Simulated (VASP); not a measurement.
Runs of VASP 6.6.1 on MgH2. It takes space group P4_2/mnm (No. 136, tetragonal). The conventional cell has a = 4.517 Å, b = 4.517 Å, c = 3.021 Å, α = 90.00°, β = 90.00°, γ = 90.00°. Around Mg (site symmetry mmm) lie 6 H at 1.95 Å. H (site symmetry m2m) is surrounded by 3 Mg at 1.95 Å. 

| level | potentials or basis | gap on the mesh (eV) | pressure (GPa) | relaxed volume (Å³/atom) | largest force (eV/Å) |
| --- | --- | --- | --- | --- | --- |
| PBE | VASP PAW PBE potentials, release 64 (Mg, H) | (a) | 0.1 | 10.19 | - |
| r2SCAN | VASP PAW PBE potentials, release 64 (Mg, H) | (b) | 0.0 | 9.98 | - |
| LDA | VASP PAW LDA potentials, release 64 (Mg, H) | 3.52 | 0.0 | 9.65 | 0.01 |
| PBEsol | VASP PAW PBE potentials, release 64 (Mg, H) | 3.58 | 0.0 | 10.02 | - |
| PBE+D3(BJ) | VASP PAW PBE potentials, release 64 (Mg, H) | 3.85 | 0.0 | 9.76 | 0.01 |

Alike in all rows: task relaxation of cell and atoms; no spin polarisation; cell relaxed; k mesh 6 × 6 × 10; cutoff (eV) 600; smearing gaussian 0.03 eV.

**Question.** Fill in the values left out.

**Answer.** (a) 3.81; (b) 4.48.

Caveats: the PAW data sets were made with another functional, which shifts forces and pressure a little (some runs).

A k mesh can miss the band edges.

Not every run made on this cell is shown here.
